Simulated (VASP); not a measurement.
Method: r2SCAN+rVV10, VASP's PBE PAW potentials (set 64) (plane waves; VASP).

The input files of a VASP run:

File KPOINTS:
```
Automatic mesh
0
Gamma
15 15 15
0 0 0
```

INCAR:
```
SYSTEM  =  W
PREC  =  Accurate; ENCUT  =  520; LREAL  =  .False.
LASPH  =  .True.
EDIFF  =  1E-6; NELM  =  100; ALGO  =  Normal
LMAXMIX  =  6; LMIXTAU  =  .True.
ISMEAR  =  1; SIGMA  =  0.1
METAGGA  =  R2SCAN; LUSE_VDW  =  .True.; BPARAM  =  11.95
CPARAM  =  0.0093
IBRION  =  2; NSW  =  60; ISIF  =  3
EDIFFG  =  -0.01
LWAVE  =  .False.; LCHARG  =  .False.
```

### POSCAR
```
W
1.0
 -1.5800000000   1.5800000000   1.5800000000
  1.5800000000  -1.5800000000   1.5800000000
  1.5800000000   1.5800000000  -1.5800000000
W
1
Cart
  0.0000000000   0.0000000000   0.0000000000
```

POTCAR, in this order: W_sv (PBE.64 set). Program: vasp_std.

Task: What will the output report for the number of irreducible k-points (NKPTS), largest plane-wave count, number of space-group operations, FFT grid (NGX, NGY, NGZ)?

Result: 
```json
{
 "number of irreducible k-points (NKPTS)": "120",
 "largest_plane_wave_count": "437",
 "number_of_space_group_operations": "48",
 "FFT grid (NGX, NGY, NGZ)": "20 × 20 × 20"
}
```

The compound is W in the bcc structure. This run relaxes it. Symmetry was kept, so distortions that lower it aren't found.
